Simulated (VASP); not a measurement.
Wanted: the native input for a VASP 6.6.1 run.

- Task: relaxation of the atoms
- Functional: revPBE
- Potentials or basis: VASP PAW PBE potentials, release 64 (O_h, B_h, Cl_h, H_h)
- Cutoff: 900 eV
- k mesh: 1 × 1 × 1
- Occupations: gaussian, width 0.01 eV
- Spin: no spin polarisation
- Further INCAR settings: ALGO = Normal; EDIFF = 1e-07; IBRION = 2; EDIFFG = -0.02; NSW = 40

The structure of OBClH2 lies in POSCAR:

```
BH2ClO
1.0
   12.0000000000      0.0000000000      0.0000000000
    0.0000000000     12.0000000000      0.0000000000
    0.0000000000      0.0000000000     11.0000000000
O B Cl H
1 1 1 2
Cartesian
    5.2769000400      5.0619500400      5.4216499700
    6.5192000400      5.5433499600      5.5624499700
    6.9288000000      7.1765499600      5.0292500500
    4.6625000400      5.6817500400      5.0148499500
    7.3635000000      4.8654500400      6.0531499600
```

The input as run:

INCAR

```
  ALGO = Normal
  EDIFF = 1E-7
  EDIFFG = -0.02
  ENCUT = 900
  GGA = RE
  IBRION = 2
  ISIF = 2
  ISMEAR = 0
  LASPH = T
  LCHARG = F
  LREAL = F
  LWAVE = F
  NELM = 80
  NSW = 40
  PREC = Accurate
  SIGMA = 0.01
```

KPOINTS

```
k-points
0
Gamma
  1 1 1
```

Potentials or basis: VASP PAW PBE potentials, release 64 (O_h, B_h, Cl_h, H_h).

The run is started by

```console
$ cat potpaw_PBE.64/O_h/POTCAR potpaw_PBE.64/B_h/POTCAR potpaw_PBE.64/Cl_h/POTCAR potpaw_PBE.64/H_h/POTCAR > POTCAR
$ mpirun -np 1 vasp_gam > vasp.out
```

Results of the run:

```json
{
 "Energy gained by relaxing": "2.2 meV/atom",
 "Ionic steps": "11",
 "Largest force after relaxing": "0.016 eV/Å",
 "Gap between the frontier levels": "6.22 eV"
}
```

Caveat: the PAW data sets were made with another functional, which shifts forces and pressure a little.

Wall time 19 min on 1 thread of Intel(R) Xeon(R) 6975P-C (Granite Rapids) (shared host), peak memory 2.3 GiB.
